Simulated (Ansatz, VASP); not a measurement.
# Cross-check of ZrB2 between VASP and Ansatz, part 2 of 2

Wanted: the spread between two codes on one cell, functional and k mesh. The cell is taken from a series of runs on this material, whose earlier steps may have relaxed, scaled, displaced or heated it; both programs get it as it stands.

VASP 6.6.1 and Ansatz 0.2.0.

So far: Set-up; VASP: relaxation of cell and atoms, PBEsol; Ansatz: relaxation of cell and atoms, PBEsol; Side by side.

**5. VASP: zone-centre phonons, PBEsol**

Level of this step: PBEsol; plane waves and PAW (Zr_sv, B) (VASP).

Second derivatives magnify differences that forces hide, and they need a tight electronic threshold.

INCAR

```
SYSTEM = ZrB2
PREC = Accurate
ENCUT = 500
EDIFF = 1E-08
NELM = 120
ISMEAR = 1
SIGMA = 0.2
LREAL = .FALSE.
ALGO = Normal
GGA = PS
NBANDS = 15
LASPH = .TRUE.
LORBIT = 11
LWAVE = .FALSE.
LCHARG = .FALSE.
ISIF = 2
IBRION = 8
GGA_COMPAT = .FALSE.
KPAR = 2
```

POSCAR

```
ZrB2
1.0
    3.1553566107      0.0000000000      0.0000000000
   -1.5776783053      2.7326189829      0.0000000000
    0.0000000000      0.0000000000      3.5055021045
Zr B
1 2
Direct
    0.0000000000      0.0000000000      0.0000000000
    0.3333333333      0.6666666667      0.5000000000
    0.6666666667      0.3333333333      0.5000000000
```

KPOINTS

```
Automatic mesh
0
Gamma
18 18 14
0 0 0
```

PAW data sets: Zr_sv and B (PBE family, release 64).

Command:

```bash
> mpirun -np 2 vasp_std
```

Numbers of over 12 decimals in the logs are rounded to 6 here.

The log of the run:

```text
[banner, memory and clock lines left out]
running    2 mpi-ranks, on    1 nodes
[...]
[... a notice as in an earlier step ...]

 LDA part: xc-table for (Slater+PW92), standard interpolation
 POSCAR, INCAR and KPOINTS ok, starting setup
[...]
entering main loop
       N       E                     dE             d eps       ncg     rms          rms(c)
DAV:   1     0.100273623710E+03    0.10027E+03   -0.95553E+03  8888   0.116E+03
DAV:   2    -0.247519409036E+02   -0.12503E+03   -0.12038E+03 11267   0.300E+02
DAV:   3    -0.289015427224E+02   -0.41496E+01   -0.41301E+01 14298   0.475E+01
DAV:   4    -0.289669317362E+02   -0.65389E-01   -0.65380E-01 10192   0.552E+00
[...]
DAV:  14    -0.264010995505E+02    0.61927E-07   -0.35217E-08  9676   0.191E-03    0.431E-04
DAV:  15    -0.264010995240E+02    0.26452E-07   -0.36334E-09  5308   0.533E-04    0.126E-04
DAV:  16    -0.264010995180E+02    0.60795E-08   -0.10227E-09  4881   0.264E-04
   1 F= -.26401100E+02 E0= -.26400952E+02  d E =-.443705E-03
[...]
RMM:  10    -0.430773771773E-01   -0.17492E-06   -0.81752E-08 97879   0.471E-04    0.242E-05
RMM:  11    -0.430772559164E-01    0.12126E-06    0.64116E-08 98467   0.235E-04    0.802E-06
RMM:  12    -0.430772504861E-01    0.54304E-08   -0.50523E-09100111   0.118E-04    0.542E-06
 first order change of Fermi-energy   0.18526E-04
 force on displaced ion       2 direction 1 : -15.722  -0.001   0.000
 Linear response progress:
  Degree of freedom:   4/  4
       N       E                     dE             d eps       ncg     rms          rms(c)
RMM:   1    -0.470461336926E-01   -0.47046E-01   -0.24405E-03 32701   0.110E+00
RMM:   2    -0.443975221459E-01    0.26486E-02   -0.18736E-03 26344   0.244E-01    0.116E-01
RMM:   3    -0.443595517135E-01    0.37970E-04   -0.87583E-04 25740   0.141E-01    0.540E-02
RMM:   4    -0.447349974039E-01   -0.37545E-03   -0.33875E-04 27211   0.892E-02    0.120E-02
[...]
RMM:  12    -0.448057454581E-01    0.25282E-08   -0.21882E-07 33973   0.186E-04    0.109E-05
RMM:  13    -0.448057247694E-01    0.20689E-07   -0.11535E-07 33449   0.970E-05    0.794E-06
RMM:  14    -0.448057315842E-01   -0.68148E-08   -0.40610E-08 33438   0.528E-05    0.391E-06
 first order change of Fermi-energy  -0.10394E-03
 force on displaced ion       2 direction 3 :  -0.000   0.000 -10.007
 Linear response finished
```

Parts of OUTCAR (step 5):

```text
  Total        0.0682578      0.0682578      0.0686904      0.0000000     -0.0000000      0.0000000
  in kB        3.6181396      3.6181396      3.6410663      0.0000000     -0.0000000      0.0000000
  external PRESSURE =       3.6257818 kB  Pullay stress =       0.0000000 kB

 POSITION                                       TOTAL-FORCE (eV/Angst)
 -----------------------------------------------------------------------------------
      0.00000      0.00000      0.00000         0.000000      0.000000      0.000000
     -0.00000      1.82175      1.75275         0.000000      0.000000     -0.000000
      1.57768      0.91087      1.75275        -0.000000     -0.000000      0.000000
 -----------------------------------------------------------------------------------
    total drift:                               -0.000000      0.000000     -0.000000

[... 1 part as in an earlier step ...]

[... 1 further part left out ...]
```

**6. Ansatz: zone-centre phonons, PBEsol**

The same cell, functional, mesh and smearing now go to Ansatz, which takes its cutoff from its data sets.

The cell is taken from a series of runs on this material, whose earlier steps may have relaxed, scaled, displaced or heated it; both programs get it as it stands.

input.yaml

```yaml
crystal:
  lattice:
    - [3.1553566107, 0.0, 0.0]
    - [-1.5776783053, 2.7326189829, 0.0]
    - [0.0, 0.0, 3.5055021045]
  atoms:
    - { symbol: Zr, position: [0.0, 0.0, 0.0] }
    - { symbol: B, position: [0.3333333333, 0.6666666667, 0.5] }
    - { symbol: B, position: [0.6666666667, 0.3333333333, 0.5] }
kpoints:
  mp_grid: { grid: [18, 18, 14] }
hamiltonian:
  xc: pbesol
scf:
  occupations: { method: methfessel_paxton, width: 0.2 }
output:
  eigenvalues: true
phonons:
  method: dfpt
```

Command:

```bash
> ansatz run input.yaml --threads 8 --pin off --max-ram 14336MiB --backend cpu --events-out ev --progress --plain --runs-dir out
```

The log of the run:

```text
zone centre: on kpoints.mp_grid the ground state, and the responses unless they are solved on pairs of k-points, stand on 728 of the mesh's 4536 k-points, reduced under 4 symmetry operations, with k and −k counted as one. Each operation leaves every solved displacement unchanged or reverses it
[...]
Crystal: 3 atoms, lattice volume = 30.226 Å³
[...]
k mesh reduced under 4 symmetry operations, with k and −k counted as one. Each operation leaves every solved displacement unchanged or reverses it
  ASR residual: 4.118e-5 → 0.000e0 eV/Å²; symmetrization residual: 5.859e-7 eV/Å²
  ASR residual per site (eV/Å²): 4.12e-5 3.50e-6 3.50e-6
  Γ frequencies (cm⁻¹): 0.00 0.00 0.00 461.39 461.39 481.45 559.93 783.61 783.61
  non-analytic LO–TO correction: not included (Born effective charges unavailable; polar crystals: no LO–TO splitting at Γ)
[key lines of the parts left out:]
SCF converged after 8 iterations
Free energy (F): -4437.219689 eV
Fermi energy:    16.029403 eV
```

**7. Comparison**

Compared:

```tsv
quantity	Ansatz	VASP	difference
optical mode 1 to 2 (cm⁻¹)	461.4	462.3	-0.20 %
optical mode 3 (cm⁻¹)	481.4	483.6	-0.44 %
optical mode 4 (cm⁻¹)	559.9	560.7	-0.14 %
optical mode 5 to 6 (cm⁻¹)	783.6	786.3	-0.34 %
```

Modes are paired by rising frequency, not by their patterns, so a pair may set unlike modes beside each other; they are those without the splitting of longitudinal modes.

**8. What came out**

```json
{"difference in volume (relaxation of cell and atoms, PBEsol)": "-0.14 %", "r.m.s. difference of the optical zone-centre modes, each program's sorted by frequency (zone-centre phonons, PBEsol)": "1.9 cm⁻¹"}
```

What this shows: The difference in volume is -0.14 % (relaxation of cell and atoms, PBEsol), within the 1.2 % picked in this series as the mark of a large difference, as far as the stopping tolerances let one tell. How closely two codes agree says nothing of how well the functional describes the real material.

[Lines on the potential files, build, host, timing and source positions are cut from VASP's logs without a mark.]

[Logs are printed without paths, hosts, clocks, repeated set-up lines and the standing remarks that a program may print on its own settings, such as how far it seeks lower states.]

[Hosts, paths, dates, database ids (printed as entryN), source tags and the programs' standing remarks are cut or masked in the printed files.]
